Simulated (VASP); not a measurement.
All values below come from r2SCAN meta-GGA, VASP's PBE PAW potentials (set 64) (plane waves; VASP 6.6.1).

Input for VASP

KPOINTS:
```
K-points
0
Gamma
7 7 10
0 0 0
```

INCAR:
```
LMIXTAU = .True.
ISPIN = 2   ! spin-polarised
LREAL = .False.
ISMEAR = 1   ! Methfessel-Paxton
LMAXMIX = 4   ! l cut-off of mixed one-centre charges
LASPH = .True.   ! aspherical one-centre terms
EDIFF = 1E-6   ! SCF stop (eV)
PREC = Accurate
LORBIT = 10
METAGGA = R2SCAN
NSW = 60   ! most ionic steps
SIGMA = 0.1
IBRION = 2
SYSTEM = CrGe2
EDIFFG = -0.02   ! ionic stop
ALGO = Normal   ! blocked Davidson
ENCUT = 400   ! plane-wave cut-off (eV)
LWAVE = .False.
LCHARG = .False.
ISIF = 3
MAGMOM = 3.9 -0.0 -0.0
NELM = 100   ! most electronic steps
```

### POSCAR
```
CrGe2
1.0
  4.6218968490   0.0000000000   0.0000000000
 -2.3109484245   4.0026801799   0.0000000000
  0.0000000000   0.0000000000   2.7815470976
Cr Ge
1 2
Cartesian
  0.0000000000   0.0000000000   2.7815470976
 -0.0000023109   2.6684547875   1.3907735488
  2.3109507354   1.3342253924   1.3907735488
```

POTCAR, in this order: Cr_pv Ge_d (PBE.64 set). Program: vasp_std.

What VASP printed:

OSZICAR:
```
       N       E                     dE             d eps       ncg     rms          rms(c)
DAV:   1     0.283756234914E+03    0.28376E+03   -0.18374E+04  5904   0.348E+03
DAV:   2    -0.506314601300E+01   -0.28882E+03   -0.28347E+03  5016   0.620E+02
DAV:   3    -0.454257194248E+02   -0.40363E+02   -0.39691E+02  5390   0.174E+02
DAV:   4    -0.470815640068E+02   -0.16558E+01   -0.16431E+01  5926   0.384E+01
DAV:   5    -0.471357249587E+02   -0.54161E-01   -0.54003E-01  6796   0.633E+00    0.128E+01
DAV:   6    -0.448688329777E+02    0.22669E+01   -0.61840E+01  5606   0.396E+01    0.213E+01
DAV:   7    -0.410823183638E+02    0.37865E+01   -0.24157E+01  5604   0.259E+01    0.622E+00
DAV:   8    -0.413979501061E+02   -0.31563E+00   -0.80327E-01  5736   0.441E+00    0.355E+00
DAV:   9    -0.414693445670E+02   -0.71394E-01   -0.27581E-01  5866   0.268E+00    0.172E+00
DAV:  10    -0.414746232252E+02   -0.52787E-02   -0.16249E-01  5622   0.223E+00    0.103E+00
DAV:  11    -0.414782164635E+02   -0.35932E-02   -0.33355E-02  5560   0.103E+00    0.335E-01
DAV:  12    -0.414813774571E+02   -0.31610E-02   -0.14432E-02  5310   0.660E-01    0.161E-01
DAV:  13    -0.414827559076E+02   -0.13785E-02   -0.21720E-03  5876   0.232E-01    0.695E-02
DAV:  14    -0.414827585936E+02   -0.26860E-05   -0.16949E-04  6012   0.893E-02    0.419E-02
DAV:  15    -0.414827490211E+02    0.95725E-05   -0.20259E-05  5486   0.348E-02    0.286E-02
DAV:  16    -0.414827836813E+02   -0.34660E-04   -0.70356E-05  5196   0.515E-02    0.143E-02
DAV:  17    -0.414827522618E+02    0.31419E-04   -0.68846E-06  4850   0.176E-02    0.126E-02
DAV:  18    -0.414827712007E+02   -0.18939E-04   -0.42989E-06  5062   0.124E-02    0.566E-03
DAV:  19    -0.414827730329E+02   -0.18322E-05   -0.49578E-07  3110   0.470E-03    0.361E-03
DAV:  20    -0.414827748329E+02   -0.17999E-05   -0.17877E-07  2762   0.243E-03    0.122E-03
DAV:  21    -0.414827771785E+02   -0.23457E-05   -0.11661E-07  2612   0.227E-03    0.376E-04
DAV:  22    -0.414827769629E+02    0.21562E-06   -0.21529E-08  2596   0.104E-03
   1 F= -.41482777E+02 E0= -.41482738E+02  d E =-.414828E+02  mag=     4.2188
       N       E                     dE             d eps       ncg     rms          rms(c)
DAV:   1    -0.414842451207E+02   -0.14679E-02   -0.25652E-02  5436   0.185E+00    0.321E-01
DAV:   2    -0.414835273405E+02    0.71778E-03   -0.72577E-03  5614   0.798E-01    0.316E-01
DAV:   3    -0.414828895825E+02    0.63776E-03   -0.14509E-03  5696   0.303E-01    0.956E-02
DAV:   4    -0.414828852787E+02    0.43038E-05   -0.40413E-04  6558   0.178E-01    0.695E-02
DAV:   5    -0.414828063820E+02    0.78897E-04   -0.15903E-04  5750   0.933E-02    0.438E-02
DAV:   6    -0.414828118678E+02   -0.54858E-05   -0.11815E-05  5608   0.341E-02    0.201E-02
DAV:   7    -0.414828132589E+02   -0.13911E-05   -0.43040E-06  5814   0.201E-02    0.571E-03
DAV:   8    -0.414828117581E+02    0.15008E-05   -0.24726E-06  3968   0.119E-02    0.325E-03
DAV:   9    -0.414828115194E+02    0.23871E-06   -0.20601E-07  2594   0.401E-03
   2 F= -.41482812E+02 E0= -.41482799E+02  d E =-.345565E-04  mag=     4.2288
       N       E                     dE             d eps       ncg     rms          rms(c)
DAV:   1    -0.414950782031E+02   -0.12266E-01   -0.23047E-01  5444   0.556E+00    0.959E-01
DAV:   2    -0.414869704298E+02    0.81078E-02   -0.61604E-02  5622   0.234E+00    0.925E-01
DAV:   3    -0.414837079577E+02    0.32625E-02   -0.12441E-02  5712   0.883E-01    0.286E-01
DAV:   4    -0.414831370928E+02    0.57086E-03   -0.33168E-03  6592   0.517E-01    0.206E-01
DAV:   5    -0.414827887374E+02    0.34836E-03   -0.12679E-03  5742   0.269E-01    0.132E-01
DAV:   6    -0.414827723601E+02    0.16377E-04   -0.98337E-05  5642   0.100E-01    0.608E-02
DAV:   7    -0.414827547557E+02    0.17604E-04   -0.36944E-05  6958   0.590E-02    0.156E-02
DAV:   8    -0.414827522855E+02    0.24702E-05   -0.16175E-05  5718   0.299E-02    0.108E-02
DAV:   9    -0.414827499562E+02    0.23293E-05   -0.13972E-06  3524   0.103E-02    0.266E-03
DAV:  10    -0.414827529112E+02   -0.29551E-05   -0.24120E-07  2692   0.432E-03    0.738E-04
DAV:  11    -0.414827520707E+02    0.84052E-06   -0.48028E-08  2544   0.190E-03
   3 F= -.41482752E+02 E0= -.41482760E+02  d E =0.248922E-04  mag=     4.2580
```

### OUTCAR
```
------------------------ aborting loop because EDIFF is reached ----------------------------------------
  FORCE on cell =-STRESS in cart. coord.  units (eV):
  Direction    XX          YY          ZZ          XY          YZ          ZX
  --------------------------------------------------------------------------------------
  Total       -0.0399386     -0.0399386      0.0032412      0.0000000     -0.0000000      0.0000000
  in kB       -1.2375344     -1.2375344      0.1004322      0.0000000     -0.0000000      0.0000000
  external PRESSURE =      -0.7915455 kB  Pullay stress =       0.0000000 kB
  volume of cell :       51.71
      direct lattice vectors                 reciprocal lattice vectors
     4.620207778  0.000000000  0.000000000     0.216440482  0.124961968 -0.000000000
    -2.310103889  4.001217401 -0.000000000     0.000000000  0.249923936 -0.000000000
     0.000000000  0.000000000  2.797000064     0.000000000  0.000000000  0.357525912
 POSITION                                       TOTAL-FORCE (eV/Angst)
 -----------------------------------------------------------------------------------
      0.00000      0.00000      0.00000         0.000000     -0.000000      0.000000
     -0.00000      2.66748      1.39850        -0.000000     -0.000000      0.000000
      2.31011      1.33374      1.39850         0.000000      0.000000     -0.000000
 -----------------------------------------------------------------------------------
    total drift:                                0.000000      0.000000      0.000000
  FREE ENERGIE OF THE ION-ELECTRON SYSTEM (eV)
  ---------------------------------------------------
  free  energy   TOTEN  =       -41.4827520707 eV

  energy  without entropy=      -41.4827764559  energy(sigma->0) =      -41.48276020

 total charge

# of ion       s       p       d       tot
------------------------------------------
    1        0.307   6.148   4.176  10.631
    2        1.177   1.086  10.038  12.302
    3        1.177   1.086  10.038  12.302
--------------------------------------------------
tot          2.662   8.320  24.253  35.235

 magnetization (x)

# of ion       s       p       d       tot
------------------------------------------
    1        0.087   0.044   3.765   3.897
    2        0.037  -0.047   0.011   0.001
    3        0.037  -0.047   0.011   0.001
--------------------------------------------------
tot          0.161  -0.049   3.787   3.898

 reached required accuracy - stopping structural energy minimisation
```
(Selected blocks of OUTCAR.)

CONTCAR:
```
CrGe2
   1.00000000000000
     4.6202077779795783    0.0000000000000000    0.0000000000000000
    -2.3101038889897891    4.0012174013833715   -0.0000000000000000
     0.0000000000000000    0.0000000000000000    2.7970000644675714
  Cr              Ge
     1     2
Direct
     0.0000000000000000    0.0000000000000000    0.0000000000000000
     0.3333330000000032    0.6666669999999968    0.5000000000000000
     0.6666669999999968    0.3333330000000032    0.5000000000000000
```

The moments were started parallel, and other spin orders were not tried in this run.

The structure was generated: CrGe2 was put into the AlB2 type (P6/mmm), which need not be its known phase. This run relaxes it. Symmetry was kept, so distortions that lower it aren't found. The start is the result of an earlier pass.
